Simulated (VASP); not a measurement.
Crystal: Sr2SO.

```
Sr S O
1.0
     4.04324    0.00000    0.00000
     0.00000    4.04324    0.00000
     0.00000    0.00000    5.71800
Sr S O
2 1 1
Direct
  0.50000 0.50000 0.50000
  0.00000 0.00000 0.00000
  0.00000 0.00000 0.50000
  0.50000 0.50000 0.00000
```

The cell comes from a database or a generator and needn't be the stable form of this composition.

| Quantity | Value |
| --- | --- |
| Program | VASP 6.6.1 |
| Task | single point |
| Functional | PBE |
| Potentials or basis | VASP PAW PBE potentials, release 64 (Sr_sv, S, O) |
| Cutoff | 520 eV |
| k mesh | 7 × 7 × 5 |
| Occupations | fermi-dirac, width 0.05 eV |
| Spin | no spin polarisation |

On this cell: pressure 0.0 GPa; largest force under 0.003 eV/Å; band gap on the k mesh 2.19 eV, direct.

The same run follows on a disturbed copy (atoms moved at random, drawn with an rms of 0.05 Å):

```
CELL_PARAMETERS angstrom
4.04324 0.00000 0.00000
0.00000 4.04324 0.00000
0.00000 0.00000 5.71800
ATOMIC_POSITIONS crystal
Sr 0.50336 0.49735 0.50258
Sr 0.98902 0.99109 0.99956
S 0.00686 0.00138 0.49934
O 0.49574 0.49430 0.99908
```

Problem. What changes?

Solution. The energy moves by +0.8 meV/atom; pressure 0.0 GPa; largest force 0.131 eV/Å; band gap on the k mesh 2.20 eV, direct.

Forces in eV/Å, atoms in the order of the input:
```
Sr  -0.006  0.052  0.006
Sr   0.011  0.003  0.030
S   -0.089 -0.095  0.008
O    0.084  0.041 -0.043
```

Caveats: an odd mesh through Γ misses points on the zone boundary, where band edges often lie.
